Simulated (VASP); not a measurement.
A run of VASP 6.6.1:

The input INCAR:

```
PREC = Accurate
ENCUT = 600
EDIFF = 1E-6
ISMEAR = -1
SIGMA = 0.05
LREAL = False
LASPH = True
NELM = 80
ALGO = Normal
ISIF = 3
LWAVE = False
LCHARG = False
IBRION = 2
NSW = 60
EDIFFG = -0.01
KPAR = 4
```

Contents of KPOINTS:

```
Automatic mesh
0
Gamma
  7 7 3
```

File POSCAR:

```
Ta3AsAu2O13
1.0
    6.8006700000     -1.9216300000     -0.0262100000
    6.8006700000      1.9216300000     -0.0262100000
   -1.7222500000      0.0000000000     10.3728800000
Ta As Au O
3 1 2 13
Direct
    0.2983200000      0.2983200000      0.6304200000
    0.3583800000      0.3583800000      0.0038600000
    0.6415300000      0.6415300000      0.9984100000
    0.7021000000      0.7021000000      0.3624900000
    0.6017600000      0.6017600000      0.6318100000
    0.3998900000      0.3998900000      0.3657700000
    0.3425700000      0.3425700000      0.8055700000
    0.4163800000      0.4163800000      0.5563500000
    0.7815900000      0.7815900000      0.5938900000
    0.6595800000      0.6595800000      0.2007100000
    0.5909500000      0.5909500000      0.4348600000
    0.2189700000      0.2189700000      0.4115600000
    0.6154600000      0.6154600000      0.8221400000
    0.1440000000      0.1440000000      0.6409700000
    0.3830000000      0.3830000000      0.1794700000
    0.8449800000      0.8449800000      0.3582500000
    0.5005000000      0.5005000000      0.0025800000
    0.8126900000      0.8126900000      0.9923200000
    0.1873700000      0.1873700000      0.0085600000
```

Potentials or basis: VASP PAW LDA potentials, release 64 (Ta_pv, As, Au, O).

The run is started by

```bash
$ cat potpaw_LDA.64/Ta_pv/POTCAR potpaw_LDA.64/As/POTCAR potpaw_LDA.64/Au/POTCAR potpaw_LDA.64/O/POTCAR > POTCAR
$ mpirun -np 4 vasp_std > vasp.out
```

Hardware: 4 MPI ranks on AMD EPYC 9R45 96-Core Processor (Zen 5), with other jobs on the host.

Question: How long does it take, and how much memory?

Answer: Run time: 100 min on 4 MPI ranks on AMD EPYC 9R45 96-Core Processor (Zen 5), with other jobs on the host, peak memory 1.2 GiB a rank. Counts: scf iterations 259, k points 44, ion steps 41.
